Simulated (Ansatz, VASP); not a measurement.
One calculation of InF7, two programs

The input INCAR:

```
SYSTEM = InF7
PREC = Accurate
ENCUT = 520
EDIFF = 1E-7
ISMEAR = 0
SIGMA = 0.1
LREAL = .False.
LASPH = .True.
NELM = 100
ALGO = Normal
ISIF = 2
LWAVE = .False.
LCHARG = .False.
GGA = PE
NBANDS = 41
```

The input KPOINTS:

```
Automatic mesh
0
Gamma
  4 4 4
  0 0 0
```

POSCAR

```
InF7
1.0
    0.0000000000      3.6983902800      3.6983902800
    3.6983902800      0.0000000000      3.6983902800
    3.6983902800      3.6983902800      0.0000000000
In F
1 7
Direct
    0.0000000000      0.0000000000      0.0000000000
    0.0000000000      0.0000000000      0.5000000000
    0.5000000000      0.0000000000      0.5000000000
    0.0000000000      0.5000000000      0.5000000000
    0.5000000000      0.5000000000      0.0000000000
    0.0000000000      0.5000000000      0.0000000000
    0.5000000000      0.0000000000      0.0000000000
    0.5000000000      0.5000000000      0.5000000000
```

Input for Ansatz:

```yaml
crystal:
  lattice:
    - [0.0, 3.69839028, 3.69839028]
    - [3.69839028, 0.0, 3.69839028]
    - [3.69839028, 3.69839028, 0.0]
  atoms:
    - { symbol: In, position: [0.0, 0.0, 0.0] }
    - { symbol: F, position: [0.0, 0.0, 0.5] }
    - { symbol: F, position: [0.5, 0.0, 0.5] }
    - { symbol: F, position: [0.0, 0.5, 0.5] }
    - { symbol: F, position: [0.5, 0.5, 0.0] }
    - { symbol: F, position: [0.0, 0.5, 0.0] }
    - { symbol: F, position: [0.5, 0.0, 0.0] }
    - { symbol: F, position: [0.5, 0.5, 0.5] }
basis:
  ecutwfc: 420
kpoints:
  mp_grid: { grid: [4, 4, 4] }
hamiltonian:
  xc: pbe
scf:
  occupations: { method: gaussian, width: 0.1 }
  lower_state_search: "off"
output:
  forces: true
  stress: true
  eigenvalues: true
```

Change from the starting cell: species swapped into the Zn7Mo type (Fm-3m, No. 225).

Alike in both runs: task single point; functional PBE; k mesh 4 × 4 × 4; occupations gaussian, width 0.1 eV; no spin polarisation.

|  | VASP | Ansatz |
| --- | --- | --- |
| version | VASP 6.6.1 | Ansatz 0.2.0 |
| potentials or method | VASP PAW PBE potentials, release 64 (In_d, F) | scalar-relativistic, plane waves, PAW |
| plane-wave cutoff (eV) | 520 | 420 |
| valence electrons in the cell | 62 | 62 |

|  | VASP | Ansatz | Ansatz less VASP |
| --- | --- | --- | --- |
| gap on the k mesh at the Fermi level (eV) | none | none | - |
| pressure (GPa) | -12.1 | -11.7 | +0.43 |

A gap of «none» marks a metal or a gap that the smearing closes.

Caveats: the k mesh is coarse (spacing up to 0.37 Å⁻¹), so the values aren't converged.
